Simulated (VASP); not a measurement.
```yaml
crystal:
  lattice:
    - [2.86223, 0.00000, 0.00000]
    - [0.00000, 2.86223, 0.00000]
    - [0.00000, 0.00000, 2.86223]
  atoms:
    - { symbol: Al, position: [0.50000, 0.50000, 0.50000] }
    - { symbol: Ni, position: [0.00000, 0.00000, 0.00000] }
```

All values below come from PBE GGA with D4 dispersion, VASP's PBE PAW potentials (set 64) (plane waves; VASP). Run with 520 eV cut-off, Gaussian smearing of 0.050 eV, potentials Al Ni.

Give the energies of bands 1 to 9 at the high-symmetry points, in eV from the Fermi level.

```csv
band,Γ,X,M,R
1,-11.29,-7.01,-5.41,-4.20
2,-3.33,-6.89,-3.46,-4.20
3,-3.33,-2.84,-2.95,-4.20
4,-1.59,-2.31,-2.95,-1.01
5,-1.59,-2.31,-2.14,-1.01
6,-1.59,-1.50,-2.14,1.98
7,5.58,-0.66,-1.04,1.98
8,5.58,8.29,1.51,1.98
9,5.58,10.11,2.56,3.86
```

It has no gap at this level: it comes out as a metal or semimetal.

The compound is NiAl in the CsCl type structure. It was relaxed first. The run is not spin-polarised, so no magnetic state was tried. The electron count is odd and the run is not spin-polarised, which forces a metal.
